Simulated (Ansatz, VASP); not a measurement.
# Si3IrO8: VASP beside Ansatz, part 2 of 2

One calculation is typed for both programs; each brings its own data sets. How far apart do they land? Of the first pair: The structure shown is frame 25 of Ansatz's trajectory.

VASP 6.6.1 and Ansatz 0.2.0.

So far. Step 4 (Comparison): The forces differ by 84 meV/Å r.m.s., which is 3.4 % of the r.m.s. force of 2.444 eV/Å (both taken over all components).

### Step 6. VASP: single point, PBE, pair 2

Level of this step: PBE, no spin polarisation; plane waves and PAW (Si, O, Ir) (VASP).

The same cell, functional, mesh and smearing now go to VASP, with its own data sets.

INCAR reads:

```
SYSTEM = Si3IrO8
PREC = Accurate
ENCUT = 520
EDIFF = 1E-06
NELM = 120
ISMEAR = 0
SIGMA = 0.025
LREAL = Auto
ALGO = Normal
GGA = PE
NBANDS = 344
LASPH = .TRUE.
LORBIT = 11
LWAVE = .FALSE.
LCHARG = .FALSE.
ISIF = 2
GGA_COMPAT = .FALSE.
NCORE = 2
```

POSCAR reads:

```
Si3IrO8
1.0
    8.5176000000      0.0000000000      0.0000000000
    0.0000000000      8.5176000000      0.0000000000
    0.0000000000      0.0000000000     11.1492000000
Si O Ir
24 64 8
Direct
    0.9827063962      0.9953625434      0.0044756574
    0.2373908143      0.2351836198      0.1236052811
    0.9904433174      0.9978280267      0.2394342195
    0.0076077768      0.9969827181      0.5041168873
    0.0088757396      0.9904785386      0.7609424891
    0.2365807270      0.2542969851      0.8831306282
    0.0019958674      0.5157203907      0.0064130162
    0.2541795811      0.7427444351      0.1206454275
    0.9938597727      0.5060110829      0.2537581172
    0.2500704424      0.7503052503      0.3784845549
    0.9973818916      0.5340471494      0.4885462634
    0.2491781723      0.7653212172      0.6277939224
    0.2520897906      0.7505165774      0.8780899078
    0.4990372875      0.9923687424      0.9970491156
    0.4982037194      0.9771414483      0.2335503893
    0.7869587677      0.2367450925      0.3806282065
    0.5071968630      0.0012444820      0.7637229577
    0.7610124918      0.2415938762      0.8802156209
    0.7524772236      0.7444467925      0.1218293689
    0.7521250117      0.7578425848      0.3737398199
    0.5062106697      0.5126326665      0.5034441933
    0.7514792899      0.7484033061      0.6314713163
    0.5127031089      0.5111416361      0.7417572561
    0.7521602329      0.7298417395      0.8763947189
    0.1368695407      0.1511223819      0.9929591361
    0.3324293228      0.3060838734      0.0061170308
    0.0885578097      0.4038461538      0.1313816238
    0.3872804546      0.0819362262      0.1297223119
    0.1379848784      0.1290386963      0.2466275607
    0.3371607025      0.3380647131      0.2379184157
[... 60 atom lines left out ...]
    0.0039330328      0.5094157979      0.7499910307
    0.7556940922      0.2463604771      0.1255067628
    0.5028294355      0.9863106978      0.4992286442
    0.7542852447      0.2545200526      0.6292379722
    0.4997651921      0.5055297267      0.9842679295
    0.5010448953      0.5100732601      0.2572381875
```

KPOINTS reads:

```
Automatic mesh
0
Gamma
1 1 1
0 0 0
```

PAW data sets: Si, O and Ir (PBE family, release 64).

On the command line:

```sh
$ mpirun -np 8 vasp_gam
```

Numbers of over 12 decimals in the logs are rounded to 6 here.

Log:

```text
[... set-up lines as in an earlier step ...]
 entering main loop
       N       E                     dE             d eps       ncg     rms          rms(c)
DAV:   1     0.697341638973E+04    0.69734E+04   -0.33106E+05   696   0.170E+03
DAV:   2     0.112942007624E+03   -0.68605E+04   -0.63912E+04   800   0.454E+02
DAV:   3    -0.748573458444E+03   -0.86152E+03   -0.82939E+03   824   0.182E+02
DAV:   4    -0.792747842361E+03   -0.44174E+02   -0.43467E+02   848   0.431E+01
[...]
DAV:  28    -0.693357128956E+03    0.34825E-05   -0.53731E-05   448   0.606E-03    0.450E-02
DAV:  29    -0.693357126872E+03    0.20843E-05   -0.25767E-05   400   0.404E-03    0.191E-02
DAV:  30    -0.693357126074E+03    0.79755E-06   -0.52198E-06   400   0.276E-03
   1 F= -.69335713E+03 E0= -.69334469E+03  d E =-.248784E-01
```

OUTCAR, selected parts (step 6):

```text
  Total      100.0908198    118.5880206    138.8898632     -1.7884853     12.4264321      0.6416119
  in kB      198.2561373    234.8946981    275.1078255     -3.5425645     24.6138101      1.2708807
  external PRESSURE =     236.0862203 kB  Pullay stress =       0.0000000 kB

 POSITION                                       TOTAL-FORCE (eV/Angst)
 -----------------------------------------------------------------------------------
      8.37030      8.47810      0.04990         2.763238     -2.475550     -1.392406
      2.02200      2.00320      1.37810        -0.693404     -0.286720      0.162243
      8.43620      8.49910      2.66950         2.176473     -4.595573      2.877777
      0.06480      8.49190      5.62050        -0.923238     -1.635250     -0.270203
      0.07560      8.43650      8.48390        -1.089836     -0.249397     -0.427377
      2.01510      2.16600      9.84620         0.330301     -1.576620     -0.518178
      0.01700      4.39270      0.07150         1.932591     -2.165847      0.519367
      2.16500      6.32640      1.34510        -1.568768      2.020663      2.160055
      8.46530      4.31000      2.82920         2.206723      1.626693     -2.884178
      2.13000      6.39080      4.21980        -3.596766      0.328518     -5.897457
      8.49530      4.54880      5.44690         1.562449     -1.875045      1.134812
[...]
3.77230      0.83160      7.05750        -4.496929      2.919172      4.460097
      1.13970      1.39000      8.57000        -0.115503     -1.275853      1.324375
[...]
-----------------------------------------------------------------------------------
    total drift:                               -0.001996      0.005585      0.019296

  FREE ENERGIE OF THE ION-ELECTRON SYSTEM (eV)
  ---------------------------------------------------
  free  energy   TOTEN  =      -693.3571260743 eV

  energy  without entropy=     -693.3322476548  energy(sigma->0) =     -693.34468686

[... 2 parts as in an earlier step ...]

[... 1 further part left out ...]
[key lines of the parts left out:]
E-fermi :   8.4693
```

The k-mesh is coarse for a metal.

The run ends at a pressure of 23.61 GPa, with forces up to 14 eV/Å.

### Step 7. Side by side

What differs besides the data sets and the points named for the pairs above, as far as they apply: the data sets hold 616 valence electrons in Ansatz (on its default PAW (the set named soft_2) files) and 552 in VASP. Total energies have different zeros and are not compared.

Forces on 7 of the 96 atoms, those with the largest forces and the largest differences (eV/Å; atoms numbered as in POSCAR):

```csv
atom,"Ansatz x, y, z","VASP x, y, z"
O32,"-3.066, 2.571, -6.595","-3.239, 2.751, -7.035"
O50,"4.840, 4.110, 4.238","4.764, 4.043, 4.284"
O56,"-3.612, 3.349, -8.137","-3.931, 3.709, -8.588"
O65,"-5.792, -4.557, -1.541","-5.910, -4.741, -1.814"
Ir89,"4.501, 1.572, 7.262","4.462, 1.645, 7.638"
Ir95,"3.028, -8.883, 9.943","3.072, -9.426, 10.283"
Ir96,"-4.264, -3.258, -4.312","-4.558, -3.394, -4.538"
```

The forces differ by 116 meV/Å r.m.s., which is 4.7 % of the r.m.s. force of 2.451 eV/Å (both taken over all components).

### Step 8. Ansatz: dynamics, PBE

One frame of this run of dynamics is then solved in both programs, so the motion causes no difference.

The structure compared here is frame 76 of Ansatz's trajectory.

input.yaml reads:

```yaml
crystal:
  lattice:
    - [8.5176, 0.0, 0.0]
    - [0.0, 8.5176, 0.0]
    - [0.0, 0.0, 11.1492]
  atoms:
    - { symbol: Si, position: [0.01735, 0.01741, 0.00303] }
    - { symbol: Si, position: [0.24925, 0.24688, 0.1254] }
    - { symbol: O, position: [0.14596, 0.14433, 0.98808] }
    - { symbol: O, position: [0.33597, 0.35749, 0.00627] }
    - { symbol: O, position: [0.1054, 0.40747, 0.13256] }
    - { symbol: O, position: [0.40607, 0.09797, 0.12991] }
    - { symbol: Si, position: [0.00011, 0.00466, 0.25336] }
    - { symbol: Ir, position: [0.25427, 0.24246, 0.36547] }
    - { symbol: O, position: [0.15071, 0.15139, 0.25665] }
    - { symbol: O, position: [0.33437, 0.3352, 0.24565] }
    - { symbol: O, position: [0.08269, 0.39343, 0.36981] }
    - { symbol: O, position: [0.4077, 0.08777, 0.38155] }
    - { symbol: Si, position: [0.98741, 0.99485, 0.50418] }
    - { symbol: Ir, position: [0.25518, 0.23612, 0.63042] }
    - { symbol: O, position: [0.14007, 0.13939, 0.51175] }
    - { symbol: O, position: [0.34551, 0.36372, 0.51207] }
    - { symbol: O, position: [0.08642, 0.41424, 0.62243] }
    - { symbol: O, position: [0.40042, 0.09556, 0.61836] }
    - { symbol: Si, position: [0.01142, 0.00902, 0.7509] }
    - { symbol: Si, position: [0.25795, 0.23003, 0.87304] }
    - { symbol: O, position: [0.15093, 0.15139, 0.74897] }
    - { symbol: O, position: [0.33722, 0.34667, 0.75534] }
    - { symbol: O, position: [0.10354, 0.38773, 0.866] }
    - { symbol: O, position: [0.40678, 0.0839, 0.88213] }
    - { symbol: Si, position: [0.99538, 0.49057, 0.00099] }
    - { symbol: Si, position: [0.26313, 0.73447, 0.11699] }
    - { symbol: O, position: [0.15825, 0.66162, 0.0037] }
    - { symbol: O, position: [0.3515, 0.84603, 0.00425] }
    - { symbol: O, position: [0.08495, 0.91326, 0.1183] }
    - { symbol: O, position: [0.41061, 0.60277, 0.12128] }
[... 60 atom lines left out ...]
    - { symbol: Si, position: [0.48862, 0.5027, 0.74686] }
    - { symbol: Si, position: [0.74804, 0.75306, 0.87724] }
    - { symbol: O, position: [0.64933, 0.64487, 0.7606] }
    - { symbol: O, position: [0.84328, 0.84626, 0.74699] }
    - { symbol: O, position: [0.61082, 0.91312, 0.88619] }
    - { symbol: O, position: [0.91513, 0.59937, 0.88195] }
kpoints:
  mp_grid: { grid: [1, 1, 1] }
hamiltonian:
  xc: pbe
scf:
  occupations: { method: gaussian, width: 0.025 }
output:
  forces: true
md:
  timestep: 1.0
  n_steps: 76
  ensemble: nvt_nose_hoover
  temperature: 600
  initial_velocities: maxwell_boltzmann
  seed: 3987
```

On the command line:

```sh
$ ansatz run input.yaml --threads 8 --pin off --max-ram 15872MiB --backend cpu --events-out ev --progress --plain --runs-dir out
```

Log:

```text
[...]
Crystal: 96 atoms, lattice volume = 808.869 Å³
Basis set: ecut = 420 eV, 15837 PW (Γ), exchange–correlation on 120×120×150 points (8 copies of the dense FFT grid, shifted against one another)
Bands: 404, of which v1, the nominal top of the filled ones, is band 308 counted from 1 (307 counted from 0)
Symmetry: 1 space group operations
k-points: 1
[...]
atom   8  Ir     1.17663888    -0.85917976    -2.82402697
[...]
atom  93  O      0.79799285     0.76016910    -0.68896066
  atom  94  O     -0.76929255    -0.40820839    -0.70421307
  atom  95  O     -1.69082193     0.06354311     0.78234435
  atom  96  O      1.30402623    -0.71636135    -1.04411553
  max |Σ_I F_I| component: 7.72e-6 eV/Å
--- MD trajectory: 76 steps, t = 0.0 → 76.0 fs ---
[...]
conserved energy: peak-to-peak 1.692e-1 eV (1.763e-3 eV/atom) over 76.0 fs
[key lines of the parts left out:]
SCF converged after 11 iterations
Free energy (F): -147076.047116 eV
Fermi energy:    12.684505 eV
```

### Step 9. VASP: single point, PBE, pair 3

The same cell, functional, mesh and smearing now go to VASP, with its own data sets.

INCAR is that of step 6.

POSCAR reads:

```
Si3IrO8
1.0
    8.5176000000      0.0000000000      0.0000000000
    0.0000000000      8.5176000000      0.0000000000
    0.0000000000      0.0000000000     11.1492000000
Si O Ir
24 64 8
Direct
    0.0167652860      0.9853714661      0.9944659707
    0.2489551047      0.2436249648      0.1222688623
    0.0011505588      0.9777871701      0.2524755139
    0.9915586550      0.0000939232      0.5041796721
    0.9959143421      0.0092983939      0.7543859649
    0.2459613037      0.2445524561      0.8820812256
    0.0070559782      0.4934958204      0.0040361640
    0.2463487367      0.7373908143      0.1179815592
    0.0137010425      0.5154268808      0.2382413088
    0.2400206631      0.7665891801      0.3578463029
    0.0016671363      0.5080304311      0.4975962401
    0.2297360759      0.7554592843      0.6371398845
    0.2466892082      0.7704635108      0.8726276325
    0.5008218277      0.9794425660      0.0026728375
    0.4892340565      0.0035455997      0.2620905536
    0.7651098901      0.2585235278      0.3635686865
    0.4995186437      0.0003756927      0.7567269400
    0.7402789518      0.2470649009      0.8705736734
    0.7559993425      0.7606133183      0.1218652459
    0.7549309665      0.7637832253      0.3800182973
    0.5009040105      0.5051188128      0.5105837190
    0.7477575843      0.7547078989      0.6376601012
    0.4897506340      0.5045435334      0.7503139239
    0.7552479572      0.7519606462      0.8731209414
    0.1332417582      0.1392763220      0.0131937718
    0.3487249930      0.3432891894      0.0017041581
    0.1082699352      0.4148469052      0.1207799663
    0.4021203156      0.0935239974      0.1339109533
    0.1216070255      0.1526134122      0.2222580992
    0.3380881939      0.3461890673      0.2416316866
[... 60 atom lines left out ...]
    0.0013618860      0.5071146802      0.7559107380
    0.7547666009      0.2466305062      0.1239102357
    0.5124565605      0.9735723678      0.5043949342
    0.7631492439      0.2524772236      0.6230491874
    0.5023833005      0.4943528694      0.9836849281
    0.4949164084      0.5144524279      0.2581440821
```

KPOINTS is that of step 6.

On the command line:

```sh
$ mpirun -np 8 vasp_gam
```

Log:

```text
[... set-up lines as in an earlier step ...]
 entering main loop
       N       E                     dE             d eps       ncg     rms          rms(c)
DAV:   1     0.693904007067E+04    0.69390E+04   -0.33156E+05   696   0.170E+03
DAV:   2     0.107362186940E+03   -0.68317E+04   -0.64000E+04   792   0.451E+02
DAV:   3    -0.752132285683E+03   -0.85949E+03   -0.82527E+03   808   0.180E+02
DAV:   4    -0.796726538372E+03   -0.44594E+02   -0.43774E+02   840   0.443E+01
[...]
DAV:  27    -0.695197126825E+03    0.12273E-05   -0.20737E-05   424   0.670E-03    0.897E-02
DAV:  28    -0.695197125700E+03    0.11257E-05   -0.68271E-06   392   0.394E-03    0.777E-02
DAV:  29    -0.695197124996E+03    0.70395E-06   -0.16728E-06   392   0.223E-03
   1 F= -.69519712E+03 E0= -.69518858E+03  d E =-.170966E-01
```

From OUTCAR (step 9):

```text
  Total       94.7607488     92.8601670     98.1236467      2.8594709     -9.0112421     -6.8810881
  in kB      187.6985329    183.9339318    194.3596348      5.6639326    -17.8491300    -13.6298010
  external PRESSURE =     188.6640332 kB  Pullay stress =       0.0000000 kB

 POSITION                                       TOTAL-FORCE (eV/Angst)
 -----------------------------------------------------------------------------------
      0.14280      8.39300     11.08750        -4.402793      1.311526      2.911763
      2.12050      2.07510      1.36320        -0.059184     -0.951168     -0.249647
      0.00980      8.32840      2.81490         0.583430      4.278466     -2.300976
      8.44570      0.00080      5.62120         1.126881      0.567742     -0.699347
      8.48280      0.07920      8.41080         0.185451     -0.670512      0.069969
      2.09500      2.08300      9.83450        -1.687487      2.367047      2.190031
      0.06010      4.20340      0.04500        -1.685442      2.201026     -0.279319
      2.09830      6.28080      1.31540        -0.224221      1.997161     -0.374063
      0.11670      4.39020      2.65620        -2.002725     -2.446789      3.799084
      2.04440      6.52950      3.98970         2.522816     -2.750738      4.756832
      0.01420      4.32720      5.54780        -0.942658      2.135377     -1.432782
[...]
3.53520      1.00810      7.18440         3.723856     -3.937998     -0.419282
      1.13010      1.46220      8.58450        -0.810364     -1.611439     -0.414486
[...]
-----------------------------------------------------------------------------------
    total drift:                               -0.021440     -0.000230      0.037328

  FREE ENERGIE OF THE ION-ELECTRON SYSTEM (eV)
  ---------------------------------------------------
  free  energy   TOTEN  =      -695.1971249956 eV

  energy  without entropy=     -695.1800284076  energy(sigma->0) =     -695.18857670

[... 2 parts as in an earlier step ...]

[... 1 further part left out ...]
[key lines of the parts left out:]
E-fermi :   8.4256
```

The gap is under twice the smearing width, so the edge states are partly filled and the run can't tell a small gap from a semimetal.

### Step 10. Differences

What differs besides the data sets and the points named for the pairs above, as far as they apply: the data sets hold 616 valence electrons in Ansatz (on its default PAW (the set named soft_2) files) and 552 in VASP. Total energies have different zeros and are not compared.

Forces on 9 of the 96 atoms, those with the largest forces and the largest differences (eV/Å; atoms numbered as in POSCAR):

```csv
atom,"Ansatz x, y, z","VASP x, y, z"
Si10,"2.512, -2.715, 4.665","2.523, -2.751, 4.757"
Si15,"3.373, -3.021, -7.000","3.394, -3.088, -7.047"
O26,"-4.514, -4.305, 0.435","-4.721, -4.506, 0.470"
O31,"-1.639, 4.084, 0.208","-1.893, 4.372, 0.208"
O32,"-1.803, 1.972, 5.349","-1.793, 1.913, 5.347"
O40,"4.316, -5.847, 1.682","4.372, -5.911, 1.680"
O65,"4.139, 4.628, 0.407","4.370, 4.888, 0.295"
Ir93,"-5.367, 3.338, -1.691","-5.545, 3.321, -1.829"
Ir95,"1.211, 5.503, 0.133","1.253, 5.757, -0.158"
```

The forces differ by 88 meV/Å r.m.s., which is 4.3 % of the r.m.s. force of 2.055 eV/Å (both taken over all components). VASP's last cycles still show a density residual of 8e-03, so its state may not be settled.

### Step 11. Outcome

```json
{
 "r.m.s. force difference (single point, PBE, pair 1)": "3.4 % of the r.m.s. force",
 "r.m.s. force difference (single point, PBE, pair 2)": "4.7 % of the r.m.s. force",
 "r.m.s. force difference (single point, PBE, pair 3)": "4.3 % of the r.m.s. force"
}
```

**Reading.** The r.m.s. force difference is 4.7 % of the r.m.s. force (single point, PBE, pair 2), beyond the 3 % picked in this series as the mark of a large difference. The data sets hold unlike numbers of valence electrons (616 in Ansatz and 552 in VASP), so part of the differences comes from the potentials. What causes the difference of the single point, PBE, pair 1 pair stays open here. What causes the difference of the single point, PBE, pair 2 pair stays open here. What causes the difference of the single point, PBE, pair 3 pair stays open here. Such differences can come from data sets, numerical settings and the points named under the comparisons, not from the functional's error against experiment.

[Lines on the potential files, build, host, timing and source positions are cut from VASP's logs without a mark.]

[Logs are printed without paths, hosts, clocks, repeated set-up lines and the standing remarks that a program may print on its own settings, such as how far it seeks lower states.]

[Hosts, paths, dates, database ids (printed as entryN), source tags and the programs' standing remarks are cut or masked in the printed files.]
